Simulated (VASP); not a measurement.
Here is the system:

```
Cr3Ge
1.0
    4.54464     0.00000     0.00000
    0.00000     4.54464     0.00000
    0.00000     0.00000     4.54464
Cr Ge
6 2
Direct
  0.25000   0.00000   0.50000
  0.75000   0.00000   0.50000
  0.50000   0.75000   0.00000
  0.50000   0.25000   0.00000
  0.00000   0.50000   0.75000
  0.00000   0.50000   0.25000
  0.00000   0.00000   0.00000
  0.50000   0.50000   0.50000
```

Computed with r2SCAN meta-GGA, VASP's PBE PAW potentials (set 64) (plane waves; VASP). Run with 400 eV cut-off, 8×8×8 Γ-centred mesh, tetrahedra with Blöchl corrections, potentials Cr_pv Ge_d.

Question: Give the energies of bands 45 to 58 at the high-symmetry points, in eV from the Fermi level.

Answer: 
| band | Γ | X | M | R |
|---|---|---|---|---|
| 45 | -1.72 | -1.89 | -1.13 | -1.26 |
| 46 | -1.72 | -1.89 | -0.82 | -1.26 |
| 47 | -1.29 | -1.71 | -0.82 | -1.26 |
| 48 | -1.29 | -1.71 | -0.75 | -1.26 |
| 49 | 0.74 | -0.02 | -0.75 | -1.02 |
| 50 | 0.74 | -0.02 | -0.61 | -1.02 |
| 51 | 0.74 | 0.65 | -0.46 | -1.02 |
| 52 | 1.36 | 0.65 | -0.35 | -1.02 |
| 53 | 1.36 | 0.94 | -0.06 | 0.80 |
| 54 | 1.70 | 0.94 | -0.04 | 0.80 |
| 55 | 1.70 | 1.29 | 0.77 | 0.80 |
| 56 | 1.70 | 1.29 | 0.77 | 0.80 |
| 57 | 1.74 | 1.79 | 0.78 | 0.80 |
| 58 | 1.74 | 1.80 | 1.30 | 0.80 |

It has no gap at this level: it comes out as a metal or semimetal.

The structure comes from a computed database's Cr3Ge entry (Pm-3n); how it stands against other phases isn't given here. It was relaxed first. The run is not spin-polarised, so no magnetic state was tried.
